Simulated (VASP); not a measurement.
Method: PBE GGA, VASP's PBE PAW potentials (set 64) (plane waves; VASP).

The input files of a VASP run:

### POSCAR
```
PbO
1
    4.0566560665     0.0000000000     0.0000000000
    0.0000000000     4.0566560665     0.0000000000
    0.0000000000    -0.0000000000     5.4520768251
Pb O
2 2
Direct
  0.5000000000   0.0000000000   0.7814729638
  1.0000000000   0.5000000000   0.2185270362
  0.5000000000   0.5000000000   0.0000000000
  0.0000000000   0.0000000000   0.0000000000
```

### KPOINTS
```
Automatic
0
gamma
  5 5 4
```

INCAR:
```
LREAL = .False.   ! projection in real space or not
SIGMA = 0.05   ! width (eV)
EDIFF = 1E-8   ! SCF stop (eV)
LASPH = .True.   ! aspherical one-centre terms
GGA = PE   ! PBE
LMAXMIX = 4   ! l cut-off of mixed one-centre charges
PREC = Accurate
LCHARG = .False.
ENCUT = 520
LWAVE = .False.
SYSTEM = PbO
NSW = 30   ! most ionic steps
EDIFFG = -0.001
ISMEAR = 0   ! Gaussian
NELM = 100   ! most electronic steps
ALGO = Normal
ISIF = 2   ! forces and stress, cell fixed
IBRION = 1
```

POTCAR, in this order: Pb_d O (PBE.64 set). Program: vasp_std.

The resulting files:

OSZICAR:
```
       N       E                     dE             d eps       ncg     rms          rms(c)
DAV:   1     0.452055252030E+03    0.45206E+03   -0.20073E+04   864   0.190E+03
DAV:   2     0.346693283772E+02   -0.41739E+03   -0.40994E+03   928   0.486E+02
DAV:   3    -0.244379197185E+02   -0.59107E+02   -0.57798E+02  1200   0.193E+02
DAV:   4    -0.263677160487E+02   -0.19298E+01   -0.19289E+01   952   0.394E+01
DAV:   5    -0.264385381036E+02   -0.70822E-01   -0.70812E-01  1224   0.745E+00    0.126E+01
DAV:   6    -0.217513905674E+02    0.46871E+01   -0.39372E+01  1424   0.456E+01    0.574E+00
DAV:   7    -0.215466065726E+02    0.20478E+00   -0.37391E+00  1112   0.143E+01    0.264E+00
DAV:   8    -0.215525453948E+02   -0.59388E-02   -0.10068E+00  1208   0.727E+00    0.146E+00
DAV:   9    -0.215126455213E+02    0.39900E-01   -0.22964E-01  1336   0.399E+00    0.329E-01
DAV:  10    -0.215154904127E+02   -0.28449E-02   -0.23842E-02   944   0.931E-01    0.689E-02
DAV:  11    -0.215157703678E+02   -0.27996E-03   -0.33919E-03  1480   0.424E-01    0.109E-01
DAV:  12    -0.215156166482E+02    0.15372E-03   -0.60055E-04  1264   0.278E-01    0.454E-02
DAV:  13    -0.215156048835E+02    0.11765E-04   -0.15348E-04  1256   0.915E-02    0.625E-03
DAV:  14    -0.215156054855E+02   -0.60196E-06   -0.81631E-06  1040   0.293E-02    0.174E-03
DAV:  15    -0.215156054030E+02    0.82478E-07   -0.13622E-06  1192   0.185E-02    0.155E-03
DAV:  16    -0.215156057794E+02   -0.37638E-06   -0.22935E-07  1280   0.594E-03    0.302E-04
DAV:  17    -0.215156057722E+02    0.72141E-08   -0.16273E-08   816   0.138E-03
   1 F= -.21515606E+02 E0= -.21515606E+02  d E =-.215156E+02
       N       E                     dE             d eps       ncg     rms          rms(c)
DAV:   1    -0.215156075968E+02   -0.18174E-05   -0.38305E-03  1048   0.340E-01    0.436E-03
DAV:   2    -0.215156129354E+02   -0.53387E-05   -0.56256E-05  1192   0.692E-02    0.236E-03
DAV:   3    -0.215156131045E+02   -0.16910E-06   -0.17528E-06  1344   0.118E-02    0.122E-03
DAV:   4    -0.215156131377E+02   -0.33224E-07   -0.70980E-08  1056   0.375E-03    0.525E-04
DAV:   5    -0.215156131306E+02    0.71568E-08   -0.18406E-08   688   0.115E-03
   2 F= -.21515613E+02 E0= -.21515613E+02  d E =-.735841E-05
       N       E                     dE             d eps       ncg     rms          rms(c)
DAV:   1    -0.215156129834E+02    0.15437E-06   -0.55152E-04  1032   0.129E-01    0.160E-03
DAV:   2    -0.215156137761E+02   -0.79274E-06   -0.81713E-06  1208   0.265E-02    0.900E-04
DAV:   3    -0.215156138291E+02   -0.52994E-07   -0.23881E-07  1336   0.438E-03    0.487E-04
DAV:   4    -0.215156138496E+02   -0.20494E-07   -0.83879E-09   584   0.159E-03    0.197E-04
DAV:   5    -0.215156138473E+02    0.23429E-08   -0.54795E-09   496   0.682E-04
   3 F= -.21515614E+02 E0= -.21515614E+02  d E =-.716665E-06
```

**OUTCAR**
```
------------------------ aborting loop because EDIFF is reached ----------------------------------------
  FORCE on cell =-STRESS in cart. coord.  units (eV):
  Direction    XX          YY          ZZ          XY          YZ          ZX
  --------------------------------------------------------------------------------------
  Total        0.0575724      0.0575724      0.0795476      0.0000000     -0.0000000      0.0000000
  in kB        1.0280790      1.0280790      1.4204936      0.0000000     -0.0000000      0.0000000
  external PRESSURE =       1.1588839 kB  Pullay stress =       0.0000000 kB
  volume of cell :       89.72
      direct lattice vectors                 reciprocal lattice vectors
     4.056656067  0.000000000  0.000000000     0.246508450  0.000000000  0.000000000
     0.000000000  4.056656067  0.000000000     0.000000000  0.246508450  0.000000000
     0.000000000  0.000000000  5.452076825     0.000000000  0.000000000  0.183416344
 POSITION                                       TOTAL-FORCE (eV/Angst)
 -----------------------------------------------------------------------------------
      2.02833     -0.00000      4.26136        -0.000000      0.000000      0.000037
     -0.00000      2.02833      1.19072         0.000000      0.000000     -0.000037
      2.02833      2.02833      0.00000         0.000000      0.000000      0.000000
      0.00000      0.00000      0.00000         0.000000     -0.000000      0.000000
 -----------------------------------------------------------------------------------
    total drift:                                0.000000      0.000000      0.000000
  FREE ENERGIE OF THE ION-ELECTRON SYSTEM (eV)
  ---------------------------------------------------
  free  energy   TOTEN  =       -21.5156138473 eV

  energy  without entropy=      -21.5156138473  energy(sigma->0) =      -21.51561385

 reached required accuracy - stopping structural energy minimisation
```
(Selected blocks of OUTCAR.)

### CONTCAR
```
PbO
   1.00000000000000
     4.0566560665000004    0.0000000000000000    0.0000000000000000
     0.0000000000000000    4.0566560665000004    0.0000000000000000
     0.0000000000000000    0.0000000000000000    5.4520768250999998
  Pb              O
     2     2
Direct
     0.5000000000000000   -0.0000000000000000    0.7816029403903400
    -0.0000000000000000    0.5000000000000000    0.2183970596096600
     0.5000000000000000    0.5000000000000000    0.0000000000000000
     0.0000000000000000    0.0000000000000000    0.0000000000000000
```

OUTCAR:
```
 val. band max:        3.9402278136   @ k =   0.0000   0.0000   0.0000

 cond. band min:       5.7692543043   @ k =   0.0000   0.0000   0.5000


 Fermi energy:         4.1886666316

 k-point     1 :       0.0000    0.0000    0.0000
  band No.  band energies     occupation
      1     -13.9726      2.00000
      2     -13.5760      2.00000
      3     -11.9330      2.00000
      4     -11.9330      2.00000
      5     -11.8858      2.00000
      6     -11.8723      2.00000
      7     -11.8044      2.00000
      8     -11.7665      2.00000
      9     -11.7665      2.00000
     10     -11.7581      2.00000
     11     -11.7322      2.00000
     12     -10.4368      2.00000
     13      -3.1978      2.00000
     14      -2.2545      2.00000
     15       0.0531      2.00000
     16       0.0531      2.00000
     17       2.4720      2.00000
     18       2.4895      2.00000
     19       2.4895      2.00000
     20       3.9402      2.00000
     21       5.9188      0.00000
     22       8.6409      0.00000
     23       9.8125      0.00000
     24       9.8125      0.00000

 k-point     2 :       0.2000    0.0000    0.0000
  band No.  band energies     occupation
      1     -13.9102      2.00000
      2     -13.5965      2.00000
      3     -11.9231      2.00000
      4     -11.9123      2.00000
      5     -11.8646      2.00000
      6     -11.8511      2.00000
      7     -11.8276      2.00000
      8     -11.7806      2.00000
      9     -11.7594      2.00000
     10     -11.7405      2.00000
     11     -11.6429      2.00000
     12     -10.5426      2.00000
     13      -3.2755      2.00000
     14      -2.3585      2.00000
     15       0.1513      2.00000
     16       0.2715      2.00000
     17       1.8990      2.00000
     18       2.2392      2.00000
     19       2.3629      2.00000
     20       3.8854      2.00000
     21       6.8252      0.00000
     22       8.0257      0.00000
     23       9.0270      0.00000
     24       9.3788      0.00000
...
```

Without a dispersion term in the relaxation, distances and binding between the weakly bound layers, chains or molecules are unreliable, and so is what depends on them. Unless said otherwise, spin-orbit coupling is left out, though it shifts the bands of the heavy elements here.

The compound is PbO in the litharge structure. This run relaxes the ions in a fixed cell. Symmetry was kept, so distortions that lower it aren't found. The start is the result of an earlier pass.
